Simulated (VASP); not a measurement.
Method: PBEsol GGA, VASP's PBE PAW potentials (set 64) (plane waves; VASP).

A VASP calculation is set up with these files.

INCAR:
```
# general
SYSTEM  = Be3CdTe4
PREC    = Accurate
ENCUT   = 400   # plane-wave cut-off (eV)
LREAL   = .FALSE.
LASPH   = .TRUE.   # aspherical one-centre terms
ICHARG  = 11   # fixed density

# electronic loop
EDIFF   = 1E-7
NELM    = 100   # most electronic steps
ALGO    = Normal   # blocked Davidson
LMAXMIX = 4   # l cut-off of mixed one-centre charges

# smearing
ISMEAR  = 0   # Gaussian
SIGMA   = 0.05

# functional
GGA     = PS

# output
LWAVE   = .FALSE.
LCHARG  = .FALSE.
LORBIT  = 11
```

**POSCAR**
```
Be3CdTe4
4.1018360
  0.0000000000   0.7071067401   0.7071067401
  0.7071067401   0.0000000000   0.7071067401
  2.8644413040   2.8644413040  -0.0360143435
Cd Te Be
1 4 3
Cart
  2.8480716456   2.8480716456  -0.0196446851
  0.4089599413   0.4089599413   0.2981467989
  1.0906810602   1.0906810602   0.3235324200
  1.7759292052   1.7759292052   0.3453910151
  2.4592256193   2.4592256193   0.3692013413
  1.4549477263   1.4549477263   1.3734792341
  2.1395022772   2.1395022772   1.3960314234
  2.1178782873   2.1178782873   0.0034419332
```

**KPOINTS**
```
k-points along high-symmetry lines
12
Line-mode
Reciprocal
  0.000000   0.000000   0.000000 ! GAMMA
  0.000000   0.000000  -0.500000 ! T

  0.000000   0.000000  -0.500000 ! T
 -0.328125   0.328125  -0.500000 ! H_2

 -0.343750   0.328125  -0.187500 ! H_0
  0.000000   0.500000   0.500000 ! L

  0.000000   0.500000   0.500000 ! L
  0.000000   0.000000   0.000000 ! GAMMA

  0.000000   0.000000   0.000000 ! GAMMA
 -0.335938   0.335938   0.000000 ! S_0

 -0.335937   0.328125  -0.343750 ! S_2
 -0.500000   0.000000  -1.000000 ! F

 -0.500000   0.000000  -1.000000 ! F
  0.000000   0.000000   0.000000 ! GAMMA
```

POTCAR, in this order: Cd Te Be (PBE.64 set). Program: vasp_std. Read from the step before: CHGCAR.

The run wrote:

OSZICAR:
```
       N       E                     dE             d eps       ncg     rms          rms(c)
DAV:   1     0.190683840340E+03    0.19068E+03   -0.14859E+04  4368   0.108E+03
DAV:   2    -0.100785920975E+02   -0.20076E+03   -0.19692E+03  5228   0.234E+02
DAV:   3    -0.242407174449E+02   -0.14162E+02   -0.13854E+02  5508   0.655E+01
DAV:   4    -0.245401660386E+02   -0.29945E+00   -0.29867E+00  6238   0.910E+00
DAV:   5    -0.245444393724E+02   -0.42733E-02   -0.42695E-02  5648   0.107E+00
DAV:   6    -0.245445777455E+02   -0.13837E-03   -0.13834E-03  6306   0.163E-01
DAV:   7    -0.245445817615E+02   -0.40160E-05   -0.40156E-05  5688   0.237E-02
DAV:   8    -0.245445818971E+02   -0.13558E-06   -0.13551E-06  5026   0.422E-03
DAV:   9    -0.245445819043E+02   -0.72646E-08   -0.72231E-08  4320   0.102E-03
   1 F= -.24544582E+02 E0= -.24544582E+02  d E =-.540270E-11
```

OUTCAR:
```
 val. band max:        4.8960941421   @ k =   0.0000   0.0000   0.0000

 cond. band min:       6.0284029094   @ k =  -0.5000   0.0000  -1.0000



 k-point     1 :       0.0000    0.0000    0.0000
  band No.  band energies     occupation
      1      -7.8851      2.00000
      2      -7.4513      2.00000
      3      -7.1455      2.00000
      4      -6.6035      2.00000
      5      -4.0101      2.00000
      6      -4.0101      2.00000
      7      -3.9468      2.00000
      8      -3.7813      2.00000
      9      -3.7813      2.00000
     10      -1.1780      2.00000
     11       0.8103      2.00000
     12       0.9981      2.00000
     13       2.9138      2.00000
     14       2.9138      2.00000
     15       3.3002      2.00000
     16       3.3002      2.00000
     17       3.7069      2.00000
     18       3.7069      2.00000
     19       4.0653      2.00000
     20       4.8960      2.00000
     21       4.8961      2.00000
     22       6.6320      0.00000
     23       6.7750      0.00000
     24       7.0289      0.00000
     25       7.2994      0.00000
     26       7.8285      0.00000

 k-point     2 :       0.0000    0.0000   -0.0455
  band No.  band energies     occupation
      1      -7.8846      2.00000
      2      -7.4543      2.00000
      3      -7.1416      2.00000
      4      -6.6048      2.00000
      5      -4.0101      2.00000
      6      -4.0101      2.00000
      7      -3.9471      2.00000
      8      -3.7813      2.00000
      9      -3.7813      2.00000
     10      -1.1727      2.00000
     11       0.7214      2.00000
     12       1.0902      2.00000
     13       2.9141      2.00000
     14       2.9141      2.00000
     15       3.2992      2.00000
     16       3.2992      2.00000
     17       3.7079      2.00000
     18       3.7079      2.00000
     19       4.0493      2.00000
     20       4.8955      2.00000
     21       4.8956      2.00000
     22       6.6433      0.00000
     23       6.7761      0.00000
...
```

The density is held fixed in this step, so its total energy and stress have no physical meaning. Unless said otherwise, spin-orbit coupling is left out, though it shifts the bands of the heavy elements here.

The structure was generated: Be3CdTe4 was put into an ordered model structure (R3m), which need not be its known phase. It was relaxed first.
